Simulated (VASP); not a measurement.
An input for Ansatz (written as the equivalent of a VASP run, and not itself run):

Ansatz 0.2 input:
```yaml
crystal:
  lattice:
    - [0.0000000, 1.9710932, 1.8922495]
    - [1.9710932, 0.0000000, 1.8922495]
    - [1.9710932, 1.9710932, 0.0000000]
  atoms:
    - { symbol: Pt, position: [0.0000000, 0.0000000, 0.0000000] }
kpoints:
  mp_grid: { grid: [14, 14, 14] }
hamiltonian:
  xc: r2scan
  pseudopotentials: { kind: paw }
scf:
  occupations: { method: methfessel_paxton, width: 0.1 }
  max_iter: 100
output: { forces: true, stress: true, eigenvalues: true }
```

Question: Write the VASP files for the same calculation (r2SCAN).

Answer: This is not unique; one that fits is 
### INCAR
```
ALGO = Normal
EDIFF = 1E-7
ENCUT = 480
ISIF = 2
ISMEAR = 1
LASPH = .True.
LCHARG = .False.
LMAXMIX = 6
LMIXTAU = .True.
LREAL = .False.
LWAVE = .False.
METAGGA = R2SCAN
NELM = 100
PREC = Accurate
SIGMA = 0.1
SYSTEM = Pt
```

KPOINTS:
```
Automatic mesh
0
Gamma
14 14 14
0 0 0
```

POSCAR:
```
Pt
1.0
  0.0000000000   1.9710932314   1.8922495021
  1.9710932314   0.0000000000   1.8922495021
  1.9710932314   1.9710932314   0.0000000000
Pt
1
Cartesian
  0.0000000000   0.0000000000   0.0000000000
```

POTCAR, in this order: Pt (PBE.64 set). Program: vasp_std.

Limits of the translation: each code has its own PAW files, so the cut-off isn't converted (ENCUT is set for VASP's; basis.ecutwfc is left out, and Ansatz then takes the one that its files recommend); Ansatz stops its SCF on the density residual and VASP on the energy change (EDIFF).

The compound is Pt in the fcc structure. This cell was strained or had an atom moved on purpose.
